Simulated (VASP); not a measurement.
Crystal: RbLiMg6.

```xyz
8
Lattice="5.3095 0.0000 0.0000 0.0000 3.5179 5.9399 0.0000 -3.5179 5.9399" Properties=species:S:1:pos:R:3 pbc="T T T"
Rb    2.6548    0.0000    8.0056
Mg    2.6548    0.0000    1.9350
Mg    2.6548    1.7511    5.0026
Mg    2.6548   -1.7511    5.0026
Mg    0.0000    0.0000    3.9491
Mg    0.0000    1.9833    6.7670
Mg    0.0000   -1.9833    6.7670
Li    0.0000    0.0000   10.0906
```

The cell comes from a database or a generator and needn't be the stable form of this composition.

| Quantity | Value |
| --- | --- |
| Program | VASP 6.6.1 |
| Task | single point |
| Functional | PBE |
| Potentials or basis | VASP PAW PBE potentials, release 64 (Rb_sv, Mg, Li_sv) |
| Cutoff | 520 eV |
| k mesh | 5 × 5 × 5 |
| Occupations | fermi-dirac, width 0.05 eV |
| Spin | no spin polarisation |

On this cell: largest force 0.071 eV/Å; band gap on the k mesh none (metal or under the smearing width).

The same run follows on a disturbed copy (atoms moved at random, drawn with an rms of 0.05 Å):

```
CELL_PARAMETERS angstrom
5.30952 0.00000 0.00000
0.00000 3.51788 5.93992
0.00000 -3.51788 5.93992
ATOMIC_POSITIONS crystal
Rb 0.49670 0.67395 0.67538
Mg 0.50394 0.16303 0.16475
Mg 0.50133 0.66610 0.16994
Mg 0.50282 0.17221 0.67886
Mg 0.99458 0.33482 0.32854
Mg 0.00845 0.84710 0.28781
Mg 0.00962 0.28784 0.84079
Li 0.00430 0.84687 0.84716
```

Question: What does the disturbed cell give?

Answer: The energy (extrapolated to zero smearing) moves by +2.3 meV/atom; largest force 0.164 eV/Å; band gap on the k mesh none (metal or under the smearing width).

Forces in eV/Å, atoms in the order of the input:
```
Rb   0.132  0.068 -0.007
Mg   0.008  0.009 -0.047
Mg   0.025 -0.045  0.099
Mg   0.036  0.007 -0.111
Mg   0.077 -0.027 -0.043
Mg  -0.111  0.079 -0.029
Mg  -0.126 -0.088  0.057
Li  -0.042 -0.002  0.082
```
